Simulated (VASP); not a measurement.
VASP ran on this input.

### KPOINTS
```
Automatic mesh
0
Gamma
7 7 7
0 0 0
```

### INCAR
```
LWAVE = .FALSE.
ISMEAR = -1   ! Fermi-Dirac
EDIFF = 1E-6
SIGMA = 0.02
GGA = PE   ! PBE
ISIF = 2   ! forces and stress, cell fixed
ENCUT = 400
LASPH = .TRUE.   ! aspherical one-centre terms
SYSTEM = Li2S
LCHARG = .FALSE.
LREAL = .FALSE.
NELM = 100   ! most electronic steps
ALGO = Normal   ! blocked Davidson
PREC = Accurate
```

### POSCAR
```
Li2S
2.835170
  0.0000000000   1.0000000000   1.0000000000
  1.0000000000   0.0000000000   1.0000000000
  1.0000000000   1.0000000000   0.0000000000
Li S
2 1
Cartesian
  1.5000000000   1.5000000000   1.5000000000
  0.5000000000   0.5000000000   0.5000000000
  0.0000000000   0.0000000000   0.0000000000
```

POTCAR, in this order: Li_sv S (PBE.64 set). Program: vasp_std.

Task: Translate this PBE calculation to Quantum ESPRESSO's pw.x.

Result: One equivalent input (not run):
```
&CONTROL
  calculation = 'scf'
  pseudo_dir = './pseudo'
  outdir = './out'
  tprnfor = .true.
  tstress = .true.
/
&SYSTEM
  ibrav = 0
  nat = 3
  ntyp = 2
  ecutwfc = 74
  occupations = 'smearing'
  smearing = 'fermi-dirac'
  degauss = 0.00147
  input_dft = 'pbe'
/
&ELECTRONS
  conv_thr = 7.3e-08
  electron_maxstep = 100
/
ATOMIC_SPECIES
  Li 6.940 Li.upf
  S 32.060 S.upf
CELL_PARAMETERS angstrom
     0.0000000    2.8351700    2.8351700
     2.8351700    0.0000000    2.8351700
     2.8351700    2.8351700    0.0000000
ATOMIC_POSITIONS crystal
  Li   0.7500000  0.7500000  0.7500000
  Li   0.2500000  0.2500000  0.2500000
  S    0.0000000  0.0000000  0.0000000
K_POINTS automatic
  7 7 7 0 0 0
```
The two are equivalent in intent, not identical: the potentials are each code's own (VASP's PAW set, PseudoDojo norm-conserving files in pw.x), so ENCUT and ecutwfc are chosen apart and not converted; conv_thr bounds pw.x's estimated SCF error, while EDIFF bounds the energy change between steps.

The structure comes from a computed database's Li2S entry; how it stands against other phases isn't given here. The cell was not relaxed at this level.
